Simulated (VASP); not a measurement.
# RPA total energies of C (Diamond)

Wanted: where the RPA puts the energy minimum of C (Diamond). The scan starts from a database cell scaled to its smallest volume. The start is a cell from a database of measured crystal structures.

Main program and level: VASP 6.6.1; RPA correlation on PBE orbitals; plane waves and PAW (C_GW), in the first sound run; inputs show where later runs differ.

Report form: inputs, costs, results and the conclusion, without the logs.

### 1. Set-up

The structure is cubic, space group Fd-3m (No. 227). Conventional cell: a = 3.494 Å, b = 3.494 Å, c = 3.494 Å, α = 90.00°, β = 90.00°, γ = 90.00°. C has 4 C at 1.51 Å nearest.

As a file:

```
C
1.0
     0.00000    1.74696    1.74696
     1.74696    0.00000    1.74696
     1.74696    1.74696    0.00000
C
2
Cartesian
  2.6204 2.6204 2.6204
  1.7470 1.7470 1.7470
```

### 2. Orbitals, volume ratio 0.94

RPA gives no stress here, so the energy is scanned over volumes, at one cutoff and mesh. Volumes are given as ratios to a reference cell, and this first cell is that cell scaled to 0.94. Each point starts from PBE orbitals, tightly converged.

File INCAR:

```
SYSTEM = C
PREC = Accurate
ENCUT = 560
EDIFF = 1E-08
NELM = 100
ISMEAR = 0
SIGMA = 0.05
LREAL = .FALSE.
ALGO = Normal
GGA = PE
NBANDS = 10
LORBIT = 11
LWAVE = .TRUE.
LCHARG = .FALSE.
KPAR = 8
```

File POSCAR:

```
C
1.0
    0.0000000000      1.7469644787      1.7469644787
    1.7469644787      0.0000000000      1.7469644787
    1.7469644787      1.7469644787      0.0000000000
C
2
Direct
    0.7500000000      0.7500000000      0.7500000000
    0.5000000000      0.5000000000      0.5000000000
```

File KPOINTS:

```
Automatic mesh
0
Gamma
6 6 6
0 0 0
```

The projector-augmented-wave data sets are C_GW (PBE family, release 64).

Launch:

```console
mpirun -np 8 vasp_std
```

Run time: 1.8 s. Hardware: 8 MPI ranks of Intel Xeon 6975P-C (Granite Rapids), shared host; peak memory 0.81 GiB.

The gap is read on the k-mesh alone, so it is an upper bound where the band edges lie off the mesh.

A gap read on the k-mesh alone can miss the band edges.

This step gave:

```
free energy (TOTEN)            : -18.13 eV
Fermi energy                   : 10.98 eV
pressure                       : 32.18 GPa
gap on the k-mesh              : 4.297 eV
least direct gap on the k-mesh : 5.763 eV
```

### 3. Exact exchange, volume ratio 0.94

This step: Hartree-Fock energy on PBE orbitals; plane waves and PAW (C_GW) (VASP 6.6.1).

The Hartree-Fock energy is evaluated once on these orbitals (ALGO = Eigenval, NELM = 1), without letting them relax. It uses the mesh of the correlation step, since the long-wavelength errors of the two partly cancel, and the total energy is their sum.

File INCAR:

```
SYSTEM = C
PREC = Accurate
ENCUT = 560
ISMEAR = 0
SIGMA = 0.05
LREAL = .FALSE.
GGA = PE
NBANDS = 10
ALGO = Eigenval
NELM = 1
LHFCALC = .TRUE.
AEXX = 1
ALDAC = 0
AGGAC = 0
PRECFOCK = Normal
LWAVE = .FALSE.
LCHARG = .FALSE.
```

POSCAR is that of step 2.

KPOINTS is that of step 2.

The run starts from files that an earlier step left in the folder.

Launch:

```console
mpirun -np 8 vasp_std
```

The job ended after 8.6 s (8 MPI ranks; peak memory 0.74 GiB; 50 s of CPU time).

Read from the output:

| Quantity | Value |
| --- | --- |
| free energy (TOTEN) | -30.31 eV |

The Hartree-Fock energy on these orbitals is -15.1537 eV an atom.

### 4. Empty bands, volume ratio 0.94

This step: PBE; plane waves and PAW (C_GW) (VASP 6.6.1).

ALGO = Exact makes the empty bands from the converged ground state in one step. LOPTICS writes the k-derivatives of the orbitals (WAVEDER), which give the long-wavelength limit of the screening.

File INCAR:

```
SYSTEM = C
PREC = Accurate
ENCUT = 560
ISMEAR = 0
SIGMA = 0.05
LREAL = .FALSE.
GGA = PE
NBANDS = 328
ALGO = Exact
NELM = 1
LWAVE = .TRUE.
LCHARG = .FALSE.
LOPTICS = .TRUE.
NEDOS = 1000
CSHIFT = 0.1
```

POSCAR is that of step 3.

KPOINTS is that of step 3.

Launch:

```console
mpirun -np 8 vasp_std
```

Wall time 3 s (8 MPI ranks); peak memory 0.79 GiB.

WAVECAR now holds 328 bands for 8 electrons.

### 5. RPA correlation, volume ratio 0.94

This step: RPA correlation on PBE orbitals; plane waves and PAW (C_GW) (VASP 6.6.1).

The RPA correlation energy follows from the response function on imaginary frequencies; VASP computes it for a row of response cutoffs and extrapolates.

File INCAR:

```
SYSTEM = C
PREC = Accurate
ENCUT = 560
ISMEAR = 0
SIGMA = 0.05
LREAL = .FALSE.
GGA = PE
NBANDS = 328
ALGO = ACFDT
ENCUTGW = 200
NOMEGA = 12
PRECFOCK = Fast
LWAVE = .FALSE.
LCHARG = .FALSE.
```

POSCAR is that of step 4.

KPOINTS is that of step 4.

Launch:

```console
mpirun -np 8 vasp_std
```

Wall time 31 s (8 MPI ranks); peak memory 1.3 GiB; 3.1 min of CPU time.

Numbers from this step:

```
RPA correlation energy : -13.90 eV
```

The correlation energy is -6.9519 eV an atom. With exact exchange the total is -22.1056 eV an atom.

### 6. Comparison: r2SCAN, volume ratio 0.94

This step: r2SCAN; plane waves and PAW (C_GW) (VASP 6.6.1).

For comparison the same cell is computed with r2SCAN.

File INCAR:

```
SYSTEM = C
PREC = Accurate
ENCUT = 560
EDIFF = 1E-06
NELM = 100
ISMEAR = 0
SIGMA = 0.05
LREAL = .FALSE.
ALGO = Normal
METAGGA = R2SCAN
LASPH = .TRUE.
NBANDS = 10
LWAVE = .FALSE.
LCHARG = .FALSE.
KPAR = 8
```

POSCAR is that of step 5.

KPOINTS is that of step 5.

Launch:

```console
mpirun -np 8 vasp_std
```

It took 3.8 s on 8 MPI ranks; peak memory 0.84 GiB.

The PAW data sets were made with PBE, which is usual practice but a small mismatch for other functionals.

This step gave:

| Property | Result |
| --- | --- |
| free energy (TOTEN) | -19.63 eV |
| Fermi energy | 10.90 eV |
| pressure | 28.35 GPa |
| gap on the k-mesh | 4.486 eV |
| least direct gap on the k-mesh | 6.003 eV |

Its energy is -9.8148 eV an atom, on a zero of its own.

### 7. Orbitals for comparison: HSE06, volume ratio 0.94

This step: PBE; plane waves and PAW (C_GW) (VASP 6.6.1).

A hybrid converges faster from good orbitals, so a cheap PBE run writes WAVECAR first.

File INCAR:

```
SYSTEM = C
PREC = Accurate
ENCUT = 560
EDIFF = 1E-05
NELM = 100
ISMEAR = 0
SIGMA = 0.05
LREAL = .FALSE.
ALGO = Normal
GGA = PE
NBANDS = 10
LORBIT = 11
LWAVE = .TRUE.
LCHARG = .FALSE.
KPAR = 8
```

POSCAR is that of step 6.

KPOINTS is that of step 6.

Launch:

```console
mpirun -np 8 vasp_std
```

Run time: 1.4 s. Hardware: 8 MPI ranks; peak memory 0.84 GiB; 5.2 s of CPU time.

This step gave:

```yaml
free_energy_toten: -18.13 eV
fermi_energy: 10.98 eV
pressure: 32.18 GPa
gap_on_the_k_mesh: 4.297 eV
least_direct_gap_on_the_k_mesh: 5.763 eV
```

The run ends at a pressure of 32.18 GPa.

### 8. Comparison: HSE06, volume ratio 0.94

This step: HSE06; plane waves and PAW (C_GW) (VASP 6.6.1).

For comparison the same cell is computed with HSE06.

File INCAR:

```
SYSTEM = C
PREC = Accurate
ENCUT = 560
EDIFF = 1E-06
NELM = 100
ISMEAR = 0
SIGMA = 0.05
LREAL = .FALSE.
ALGO = Normal
LHFCALC = .TRUE.
AEXX = 0.25
GGA = PE
HFSCREEN = 0.2
LASPH = .TRUE.
NBANDS = 10
PRECFOCK = Fast
LWAVE = .FALSE.
LCHARG = .FALSE.
KPAR = 8
```

POSCAR is that of step 7.

KPOINTS is that of step 7.

The WAVECAR or CHGCAR of an earlier step is read.

Launch:

```console
mpirun -np 8 vasp_std
```

The job ended after 11 s (8 MPI ranks; peak memory 1.5 GiB; 68 s of CPU time).

Numbers from this step:

| Item | Value |
| --- | --- |
| free energy (TOTEN) | -21.09 eV |
| Fermi energy | 10.25 eV |
| gap on the k-mesh | 5.509 eV |
| least direct gap on the k-mesh | 7.194 eV |

Its energy is -10.5456 eV an atom, on a zero of its own.

### 9. Orbitals, volume ratio 0.97

This step: PBE; plane waves and PAW (C_GW) (VASP 6.6.1).

The same chain follows at a volume ratio of 0.97.

File INCAR:

```
SYSTEM = C
PREC = Accurate
ENCUT = 560
EDIFF = 1E-08
NELM = 100
ISMEAR = 0
SIGMA = 0.05
LREAL = .FALSE.
ALGO = Normal
GGA = PE
NBANDS = 10
LORBIT = 11
LWAVE = .TRUE.
LCHARG = .FALSE.
KPAR = 8
```

File POSCAR:

```
C
1.0
    0.0000000000      1.7653549299      1.7653549299
    1.7653549299      0.0000000000      1.7653549299
    1.7653549299      1.7653549299      0.0000000000
C
2
Direct
    0.7500000000      0.7500000000      0.7500000000
    0.5000000000      0.5000000000      0.5000000000
```

KPOINTS is that of step 8.

Launch:

```console
mpirun -np 8 vasp_std
```

Wall time 1.8 s (8 MPI ranks); peak memory 0.83 GiB; 7.3 s of CPU time.

The run ends at a pressure of 15.84 GPa.

### 10. Exact exchange, volume ratio 0.97

This step: Hartree-Fock energy on PBE orbitals; plane waves and PAW (C_GW) (VASP 6.6.1).

Exact exchange at this point.

File INCAR:

```
SYSTEM = C
PREC = Accurate
ENCUT = 560
ISMEAR = 0
SIGMA = 0.05
LREAL = .FALSE.
GGA = PE
NBANDS = 10
ALGO = Eigenval
NELM = 1
LHFCALC = .TRUE.
AEXX = 1
ALDAC = 0
AGGAC = 0
PRECFOCK = Normal
LWAVE = .FALSE.
LCHARG = .FALSE.
```

POSCAR is that of step 9.

KPOINTS is that of step 9.

The WAVECAR or CHGCAR of an earlier step is read.

Launch:

```console
mpirun -np 8 vasp_std
```

Elapsed: 7.8 s, on 8 MPI ranks; peak memory 0.71 GiB; 48 s of CPU time.

The Hartree-Fock energy on these orbitals is -15.1680 eV an atom.

### 11. Empty bands, volume ratio 0.97

This step: PBE; plane waves and PAW (C_GW) (VASP 6.6.1).

The empty bands are made again, for the run that follows.

File INCAR:

```
SYSTEM = C
PREC = Accurate
ENCUT = 560
ISMEAR = 0
SIGMA = 0.05
LREAL = .FALSE.
GGA = PE
NBANDS = 336
ALGO = Exact
NELM = 1
LWAVE = .TRUE.
LCHARG = .FALSE.
LOPTICS = .TRUE.
NEDOS = 1000
CSHIFT = 0.1
```

POSCAR is that of step 10.

KPOINTS is that of step 10.

Launch:

```console
mpirun -np 8 vasp_std
```

Elapsed: 3 s, on 8 MPI ranks; peak memory 0.83 GiB.

WAVECAR now holds 336 bands for 8 electrons.

### 12. RPA correlation, volume ratio 0.97

This step: RPA correlation on PBE orbitals; plane waves and PAW (C_GW) (VASP 6.6.1).

RPA correlation at this point.

File INCAR:

```
SYSTEM = C
PREC = Accurate
ENCUT = 560
ISMEAR = 0
SIGMA = 0.05
LREAL = .FALSE.
GGA = PE
NBANDS = 336
ALGO = ACFDT
ENCUTGW = 200
NOMEGA = 12
PRECFOCK = Fast
LWAVE = .FALSE.
LCHARG = .FALSE.
```

POSCAR is that of step 11.

KPOINTS is that of step 11.

Launch:

```console
mpirun -np 8 vasp_std
```

It took 30 s on 8 MPI ranks; peak memory 1.3 GiB.

The correlation energy is -6.9668 eV an atom, -15 meV against the point before. With exact exchange the total is -22.1348 eV an atom.

### 13. Comparison: r2SCAN, volume ratio 0.97

This step: r2SCAN; plane waves and PAW (C_GW) (VASP 6.6.1).

The comparison at this point.

File INCAR:

```
SYSTEM = C
PREC = Accurate
ENCUT = 560
EDIFF = 1E-06
NELM = 100
ISMEAR = 0
SIGMA = 0.05
LREAL = .FALSE.
ALGO = Normal
METAGGA = R2SCAN
LASPH = .TRUE.
NBANDS = 10
LWAVE = .FALSE.
LCHARG = .FALSE.
KPAR = 8
```

POSCAR is that of step 12.

KPOINTS is that of step 12.

Launch:

```console
mpirun -np 8 vasp_std
```

Run time: 3.6 s. Hardware: 8 MPI ranks; peak memory 0.78 GiB.

Its energy is -9.8363 eV an atom, on a zero of its own.

### 14. Orbitals for comparison: HSE06, volume ratio 0.97

This step: PBE; plane waves and PAW (C_GW) (VASP 6.6.1).

Starting orbitals, as before.

File INCAR:

```
SYSTEM = C
PREC = Accurate
ENCUT = 560
EDIFF = 1E-05
NELM = 100
ISMEAR = 0
SIGMA = 0.05
LREAL = .FALSE.
ALGO = Normal
GGA = PE
NBANDS = 10
LORBIT = 11
LWAVE = .TRUE.
LCHARG = .FALSE.
KPAR = 8
```

POSCAR is that of step 13.

KPOINTS is that of step 13.

Launch:

```console
mpirun -np 8 vasp_std
```

Run time: 1.6 s. Hardware: 8 MPI ranks; peak memory 0.79 GiB.

The run ends at a pressure of 15.83 GPa.

### 15. Comparison: HSE06, volume ratio 0.97

This step: HSE06; plane waves and PAW (C_GW) (VASP 6.6.1).

File INCAR:

```
SYSTEM = C
PREC = Accurate
ENCUT = 560
EDIFF = 1E-06
NELM = 100
ISMEAR = 0
SIGMA = 0.05
LREAL = .FALSE.
ALGO = Normal
LHFCALC = .TRUE.
AEXX = 0.25
GGA = PE
HFSCREEN = 0.2
LASPH = .TRUE.
NBANDS = 10
PRECFOCK = Fast
LWAVE = .FALSE.
LCHARG = .FALSE.
KPAR = 8
```

POSCAR is that of step 14.

KPOINTS is that of step 14.

The WAVECAR or CHGCAR of an earlier step is read.

Launch:

```console
mpirun -np 8 vasp_std
```

The job ended after 12 s (8 MPI ranks; peak memory 1.5 GiB; 72 s of CPU time).

Its energy is -10.5605 eV an atom, on a zero of its own.

### 16. Orbitals, volume ratio 1

This step: PBE; plane waves and PAW (C_GW) (VASP 6.6.1).

The same chain follows at a volume ratio of 1.

File INCAR:

```
SYSTEM = C
PREC = Accurate
ENCUT = 560
EDIFF = 1E-08
NELM = 100
ISMEAR = 0
SIGMA = 0.05
LREAL = .FALSE.
ALGO = Normal
GGA = PE
NBANDS = 10
LORBIT = 11
LWAVE = .TRUE.
LCHARG = .FALSE.
KPAR = 8
```

File POSCAR:

```
C
1.0
    0.0000000000      1.7833700000      1.7833700000
    1.7833700000      0.0000000000      1.7833700000
    1.7833700000      1.7833700000      0.0000000000
C
2
Direct
    0.7500000000      0.7500000000      0.7500000000
    0.5000000000      0.5000000000      0.5000000000
```

KPOINTS is that of step 15.

Launch:

```console
mpirun -np 8 vasp_std
```

Wall time 2.2 s (8 MPI ranks); peak memory 0.82 GiB; 8.8 s of CPU time.

The run ends at a pressure of 1.67 GPa.

### 17. Exact exchange, volume ratio 1

This step: Hartree-Fock energy on PBE orbitals; plane waves and PAW (C_GW) (VASP 6.6.1).

File INCAR:

```
SYSTEM = C
PREC = Accurate
ENCUT = 560
ISMEAR = 0
SIGMA = 0.05
LREAL = .FALSE.
GGA = PE
NBANDS = 10
ALGO = Eigenval
NELM = 1
LHFCALC = .TRUE.
AEXX = 1
ALDAC = 0
AGGAC = 0
PRECFOCK = Normal
LWAVE = .FALSE.
LCHARG = .FALSE.
```

POSCAR is that of step 16.

KPOINTS is that of step 16.

The run starts from files that an earlier step left in the folder.

Launch:

```console
mpirun -np 8 vasp_std
```

Elapsed: 11 s, on 8 MPI ranks; peak memory 0.68 GiB.

The Hartree-Fock energy on these orbitals is -15.1649 eV an atom.

### 18. Empty bands, volume ratio 1

This step: PBE; plane waves and PAW (C_GW) (VASP 6.6.1).

File INCAR:

```
SYSTEM = C
PREC = Accurate
ENCUT = 560
ISMEAR = 0
SIGMA = 0.05
LREAL = .FALSE.
GGA = PE
NBANDS = 344
ALGO = Exact
NELM = 1
LWAVE = .TRUE.
LCHARG = .FALSE.
LOPTICS = .TRUE.
NEDOS = 1000
CSHIFT = 0.1
```

POSCAR is that of step 17.

KPOINTS is that of step 17.

Launch:

```console
mpirun -np 8 vasp_std
```

The job ended after 3.4 s (8 MPI ranks; peak memory 0.79 GiB; 17 s of CPU time).

WAVECAR now holds 344 bands for 8 electrons.

### 19. RPA correlation, volume ratio 1

This step: RPA correlation on PBE orbitals; plane waves and PAW (C_GW) (VASP 6.6.1).

File INCAR:

```
SYSTEM = C
PREC = Accurate
ENCUT = 560
ISMEAR = 0
SIGMA = 0.05
LREAL = .FALSE.
GGA = PE
NBANDS = 344
ALGO = ACFDT
ENCUTGW = 200
NOMEGA = 12
PRECFOCK = Fast
LWAVE = .FALSE.
LCHARG = .FALSE.
```

POSCAR is that of step 18.

KPOINTS is that of step 18.

Launch:

```console
mpirun -np 8 vasp_std
```

The job ended after 31 s (8 MPI ranks; peak memory 1.3 GiB).

The correlation energy is -6.9827 eV an atom, -16 meV against the point before. With exact exchange the total is -22.1476 eV an atom.

### 20. Comparison: r2SCAN, volume ratio 1

This step: r2SCAN; plane waves and PAW (C_GW) (VASP 6.6.1).

File INCAR:

```
SYSTEM = C
PREC = Accurate
ENCUT = 560
EDIFF = 1E-06
NELM = 100
ISMEAR = 0
SIGMA = 0.05
LREAL = .FALSE.
ALGO = Normal
METAGGA = R2SCAN
LASPH = .TRUE.
NBANDS = 10
LWAVE = .FALSE.
LCHARG = .FALSE.
KPAR = 8
```

POSCAR is that of step 19.

KPOINTS is that of step 19.

Launch:

```console
mpirun -np 8 vasp_std
```

Run time: 3.4 s. Hardware: 8 MPI ranks; peak memory 0.82 GiB; 18 s of CPU time.

Its energy is -9.8416 eV an atom, on a zero of its own.

### 21. Orbitals for comparison: HSE06, volume ratio 1

This step: PBE; plane waves and PAW (C_GW) (VASP 6.6.1).

File INCAR:

```
SYSTEM = C
PREC = Accurate
ENCUT = 560
EDIFF = 1E-05
NELM = 100
ISMEAR = 0
SIGMA = 0.05
LREAL = .FALSE.
ALGO = Normal
GGA = PE
NBANDS = 10
LORBIT = 11
LWAVE = .TRUE.
LCHARG = .FALSE.
KPAR = 8
```

POSCAR is that of step 20.

KPOINTS is that of step 20.

Launch:

```console
mpirun -np 8 vasp_std
```

Elapsed: 1.6 s, on 8 MPI ranks; peak memory 0.84 GiB.

The run ends at a pressure of 1.67 GPa.

### 22. Comparison: HSE06, volume ratio 1

This step: HSE06; plane waves and PAW (C_GW) (VASP 6.6.1).

File INCAR:

```
SYSTEM = C
PREC = Accurate
ENCUT = 560
EDIFF = 1E-06
NELM = 100
ISMEAR = 0
SIGMA = 0.05
LREAL = .FALSE.
ALGO = Normal
LHFCALC = .TRUE.
AEXX = 0.25
GGA = PE
HFSCREEN = 0.2
LASPH = .TRUE.
NBANDS = 10
PRECFOCK = Fast
LWAVE = .FALSE.
LCHARG = .FALSE.
KPAR = 8
```

POSCAR is that of step 21.

KPOINTS is that of step 21.

The WAVECAR or CHGCAR of an earlier step is read.

Launch:

```console
mpirun -np 8 vasp_std
```

Run time: 12 s. Hardware: 8 MPI ranks; peak memory 1.5 GiB; 71 s of CPU time.

Its energy is -10.5592 eV an atom, on a zero of its own.

### 23. Orbitals, volume ratio 1.03

This step: PBE; plane waves and PAW (C_GW) (VASP 6.6.1).

The same chain follows at a volume ratio of 1.03.

File INCAR:

```
SYSTEM = C
PREC = Accurate
ENCUT = 560
EDIFF = 1E-08
NELM = 100
ISMEAR = 0
SIGMA = 0.05
LREAL = .FALSE.
ALGO = Normal
GGA = PE
NBANDS = 10
LORBIT = 11
LWAVE = .TRUE.
LCHARG = .FALSE.
KPAR = 8
```

File POSCAR:

```
C
1.0
    0.0000000000      1.8010282771      1.8010282771
    1.8010282771      0.0000000000      1.8010282771
    1.8010282771      1.8010282771      0.0000000000
C
2
Direct
    0.7500000000      0.7500000000      0.7500000000
    0.5000000000      0.5000000000      0.5000000000
```

KPOINTS is that of step 22.

Launch:

```console
mpirun -np 8 vasp_std
```

The job ended after 1.6 s (8 MPI ranks; peak memory 0.84 GiB; 5.8 s of CPU time).

The run ends at a pressure of -10.66 GPa.

### 24. Exact exchange, volume ratio 1.03

This step: Hartree-Fock energy on PBE orbitals; plane waves and PAW (C_GW) (VASP 6.6.1).

File INCAR:

```
SYSTEM = C
PREC = Accurate
ENCUT = 560
ISMEAR = 0
SIGMA = 0.05
LREAL = .FALSE.
GGA = PE
NBANDS = 10
ALGO = Eigenval
NELM = 1
LHFCALC = .TRUE.
AEXX = 1
ALDAC = 0
AGGAC = 0
PRECFOCK = Normal
LWAVE = .FALSE.
LCHARG = .FALSE.
```

POSCAR is that of step 23.

KPOINTS is that of step 23.

The run starts from files that an earlier step left in the folder.

Launch:

```console
mpirun -np 8 vasp_std
```

Wall time 7.2 s (8 MPI ranks); peak memory 0.72 GiB; 42 s of CPU time.

The Hartree-Fock energy on these orbitals is -15.1467 eV an atom.

### 25. Empty bands, volume ratio 1.03

This step: PBE; plane waves and PAW (C_GW) (VASP 6.6.1).

File INCAR:

```
SYSTEM = C
PREC = Accurate
ENCUT = 560
ISMEAR = 0
SIGMA = 0.05
LREAL = .FALSE.
GGA = PE
NBANDS = 360
ALGO = Exact
NELM = 1
LWAVE = .TRUE.
LCHARG = .FALSE.
LOPTICS = .TRUE.
NEDOS = 1000
CSHIFT = 0.1
```

POSCAR is that of step 24.

KPOINTS is that of step 24.

Launch:

```console
mpirun -np 8 vasp_std
```

Wall time 3.2 s (8 MPI ranks); peak memory 0.81 GiB.

WAVECAR now holds 360 bands for 8 electrons.

### 26. RPA correlation, volume ratio 1.03

This step: RPA correlation on PBE orbitals; plane waves and PAW (C_GW) (VASP 6.6.1).

File INCAR:

```
SYSTEM = C
PREC = Accurate
ENCUT = 560
ISMEAR = 0
SIGMA = 0.05
LREAL = .FALSE.
GGA = PE
NBANDS = 360
ALGO = ACFDT
ENCUTGW = 200
NOMEGA = 12
PRECFOCK = Fast
LWAVE = .FALSE.
LCHARG = .FALSE.
```

POSCAR is that of step 25.

KPOINTS is that of step 25.

Launch:

```console
mpirun -np 8 vasp_std
```

Run time: 31 s. Hardware: 8 MPI ranks; peak memory 1.4 GiB; 3.2 min of CPU time.

The correlation energy is -6.9990 eV an atom, -16 meV against the point before. With exact exchange the total is -22.1457 eV an atom.

### 27. Comparison: r2SCAN, volume ratio 1.03

This step: r2SCAN; plane waves and PAW (C_GW) (VASP 6.6.1).

File INCAR:

```
SYSTEM = C
PREC = Accurate
ENCUT = 560
EDIFF = 1E-06
NELM = 100
ISMEAR = 0
SIGMA = 0.05
LREAL = .FALSE.
ALGO = Normal
METAGGA = R2SCAN
LASPH = .TRUE.
NBANDS = 10
LWAVE = .FALSE.
LCHARG = .FALSE.
KPAR = 8
```

POSCAR is that of step 26.

KPOINTS is that of step 26.

Launch:

```console
mpirun -np 8 vasp_std
```

The job ended after 3.8 s (8 MPI ranks; peak memory 0.82 GiB).

Its energy is -9.8326 eV an atom, on a zero of its own.

### 28. Orbitals for comparison: HSE06, volume ratio 1.03

This step: PBE; plane waves and PAW (C_GW) (VASP 6.6.1).

File INCAR:

```
SYSTEM = C
PREC = Accurate
ENCUT = 560
EDIFF = 1E-05
NELM = 100
ISMEAR = 0
SIGMA = 0.05
LREAL = .FALSE.
ALGO = Normal
GGA = PE
NBANDS = 10
LORBIT = 11
LWAVE = .TRUE.
LCHARG = .FALSE.
KPAR = 8
```

POSCAR is that of step 27.

KPOINTS is that of step 27.

Launch:

```console
mpirun -np 8 vasp_std
```

Wall time 1.6 s (8 MPI ranks); peak memory 0.82 GiB.

The run ends at a pressure of -10.66 GPa.

[end of part 1 of 2]

[Long decimals in the printed logs are rounded to 6 places.]

[Lines on the potential files, build, host, timing and source positions are cut from VASP's logs without a mark.]

[Logs are printed without paths, hosts, clocks, repeated set-up lines and the standing remarks that a program may print on its own settings, such as how far it seeks lower states.]

[Hosts, paths, dates, database ids (printed as entryN), source tags and the programs' standing remarks are cut or masked in the printed files.]

[Measured values are set beside computed ones only where the two were judged alike; some that the calculation misses by far are left out.]

[Pressures printed for these runs are not shown converged in the cutoff: they can be off by several GPa and have the wrong sign.]
